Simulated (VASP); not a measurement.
These are RPBE GGA, VASP's PBE PAW potentials (set 64) (plane waves; VASP 6.6.1) values and carry that method's errors.

The input files of a VASP run:

File POSCAR:
```
CsPbBr3
1
    6.1395632188     0.0000000000     0.0000000000
    0.0000000000     6.1395632188     0.0000000000
    0.0000000000     0.0000000000     6.1395632188
Cs Pb Br
1 1 3
Direct
  0.0000000000   0.0000000000   0.0000000000
  0.5000000000   0.5000000000   0.5000000000
  0.5000000000   0.0000000000   0.5000000000
  0.0000000000   0.5000000000   0.5000000000
  0.5000000000   0.5000000000   0.0000000000
```

**INCAR**
```
SYSTEM=CsPbBr3
PREC=Accurate; ENCUT=520; LREAL=.False.
LASPH=.True.
EDIFF=1E-7; NELM=100; ALGO=Normal
LMAXMIX=4
ISMEAR=-5
GGA=RP
ISIF=2
LWAVE=.False.; LCHARG=.True.; LORBIT=11
NEDOS=601
LEFG=.True.
```

File KPOINTS:
```
Automatic mesh
0
Gamma
4 4 4
0 0 0
```

POTCAR, in this order: Cs_sv Pb_d Br (PBE.64 set). Program: vasp_std.

The resulting files:

**OSZICAR**
```
       N       E                     dE             d eps       ncg     rms          rms(c)
DAV:   1     0.403324144309E+03    0.40332E+03   -0.18745E+04   520   0.147E+03
DAV:   2     0.347316173682E+02   -0.36859E+03   -0.36088E+03   642   0.323E+02
DAV:   3    -0.137488921676E+02   -0.48481E+02   -0.48305E+02   616   0.130E+02
DAV:   4    -0.156598490060E+02   -0.19110E+01   -0.19044E+01   660   0.347E+01
DAV:   5    -0.157157616700E+02   -0.55913E-01   -0.55864E-01   650   0.487E+00    0.383E+00
DAV:   6    -0.149549939178E+02    0.76077E+00   -0.13318E+00   756   0.104E+01    0.227E+00
DAV:   7    -0.148945407481E+02    0.60453E-01   -0.68301E-01   724   0.436E+00    0.116E+00
DAV:   8    -0.149200377310E+02   -0.25497E-01   -0.92377E-02   568   0.264E+00    0.242E-01
DAV:   9    -0.149195256838E+02    0.51205E-03   -0.10408E-02   748   0.801E-01    0.141E-01
DAV:  10    -0.149207289989E+02   -0.12033E-02   -0.28984E-03   584   0.335E-01    0.635E-02
DAV:  11    -0.149208324239E+02   -0.10343E-03   -0.50459E-04   610   0.214E-01    0.111E-02
DAV:  12    -0.149208394094E+02   -0.69855E-05   -0.91825E-05   684   0.729E-02    0.908E-03
DAV:  13    -0.149208400335E+02   -0.62413E-06   -0.14843E-05   656   0.263E-02    0.377E-03
DAV:  14    -0.149208404852E+02   -0.45171E-06   -0.67684E-07   636   0.684E-03    0.838E-04
DAV:  15    -0.149208405705E+02   -0.85293E-07   -0.48840E-08   390   0.191E-03
   1 F= -.14920841E+02 E0= -.14920841E+02  d E =0.000000E+00
```

### OUTCAR
```
------------------------ aborting loop because EDIFF is reached ----------------------------------------
  FORCE on cell =-STRESS in cart. coord.  units (eV):
  Direction    XX          YY          ZZ          XY          YZ          ZX
  --------------------------------------------------------------------------------------
  Total        0.0177477      0.0177477      0.0177477     -0.0000000     -0.0000000      0.0000000
  in kB        0.1228682      0.1228682      0.1228682     -0.0000000     -0.0000000      0.0000000
  external PRESSURE =       0.1228682 kB  Pullay stress =       0.0000000 kB
  volume of cell :      231.43
      direct lattice vectors                 reciprocal lattice vectors
     6.139563219  0.000000000  0.000000000     0.162878036  0.000000000  0.000000000
     0.000000000  6.139563219  0.000000000     0.000000000  0.162878036  0.000000000
     0.000000000  0.000000000  6.139563219     0.000000000  0.000000000  0.162878036
 POSITION                                       TOTAL-FORCE (eV/Angst)
 -----------------------------------------------------------------------------------
      0.00000      0.00000      0.00000         0.000000      0.000000      0.000000
      3.06978      3.06978      3.06978         0.000000      0.000000      0.000000
      3.06978      0.00000      3.06978         0.000000      0.000000      0.000000
      0.00000      3.06978      3.06978         0.000000      0.000000      0.000000
      3.06978      3.06978      0.00000         0.000000      0.000000      0.000000
 -----------------------------------------------------------------------------------
    total drift:                                0.000000     -0.000000     -0.000000
  FREE ENERGIE OF THE ION-ELECTRON SYSTEM (eV)
  ---------------------------------------------------
  free  energy   TOTEN  =       -14.9208405705 eV

  energy  without entropy=      -14.9208405705  energy(sigma->0) =      -14.92084057

 total charge

# of ion       s       p       d       tot
------------------------------------------
    1        1.831   4.737   0.007   6.575
    2        1.513   0.399   9.845  11.758
    3        1.610   3.266   0.004   4.880
    4        1.610   3.266   0.004   4.880
    5        1.610   3.266   0.004   4.880
--------------------------------------------------
tot          8.174  14.934   9.866  32.973

 Electric field gradients after diagonalization (V/A^2)
 (convention: |V_zz| > |V_xx| > |V_yy|)
----------------------------------------------------------------------
 ion       V_xx      V_yy      V_zz     asymmetry (V_yy - V_xx)/ V_zz
----------------------------------------------------------------------
   1       0.000    -0.000    -0.000       1.199
   2      -0.000    -0.000    -0.000      -0.256
   3    -105.585  -105.585   211.170       0.000
   4    -105.585  -105.585   211.170       0.000
   5    -105.585  -105.585   211.170       0.000
```
(Selected blocks of OUTCAR.)

File OUTCAR:
```
 val. band max:        0.0256860976   @ k =   0.5000   0.5000   0.5000

 cond. band min:       2.1177734602   @ k =   0.5000   0.5000   0.5000


 Fermi energy:         0.0420402170

 k-point     1 :       0.0000    0.0000    0.0000
  band No.  band energies     occupation
      1     -21.0273      2.00000
      2     -16.5182      2.00000
      3     -16.5182      2.00000
      4     -16.4583      2.00000
      5     -16.4583      2.00000
      6     -16.4583      2.00000
      7     -13.7154      2.00000
      8     -13.2773      2.00000
      9     -13.2773      2.00000
     10      -7.8105      2.00000
     11      -7.8105      2.00000
     12      -7.8105      2.00000
     13      -6.6470      2.00000
     14      -3.1605      2.00000
     15      -3.1605      2.00000
     16      -3.1605      2.00000
     17      -1.3009      2.00000
     18      -1.3009      2.00000
     19      -1.3009      2.00000
     20      -1.2390      2.00000
     21      -1.2390      2.00000
     22      -1.2390      2.00000
     23       3.8624      0.00000
     24       5.0710      0.00000
     25       5.0710      0.00000
     26       5.7546      0.00000

 k-point     2 :       0.2500    0.0000    0.0000
  band No.  band energies     occupation
      1     -21.0271      2.00000
      2     -16.5182      2.00000
      3     -16.5053      2.00000
      4     -16.4586      2.00000
      5     -16.4586      2.00000
      6     -16.4584      2.00000
      7     -13.6687      2.00000
      8     -13.3460      2.00000
      9     -13.2768      2.00000
     10      -7.8095      2.00000
     11      -7.8080      2.00000
     12      -7.8080      2.00000
     13      -6.9181      2.00000
     14      -3.1210      2.00000
     15      -3.1210      2.00000
     16      -2.4262      2.00000
     17      -1.3536      2.00000
     18      -1.3536      2.00000
     19      -1.3431      2.00000
     20      -1.2746      2.00000
     21      -1.2746      2.00000
     22      -1.2546      2.00000
...
```

Unless said otherwise, spin-orbit coupling is left out, though it shifts the bands of the heavy elements here.

The compound is CsPbBr3 in the cubic perovskite structure, the ideal cubic form; the compound distorts at low or room temperature. It was relaxed first, which changed the volume by +14 %.
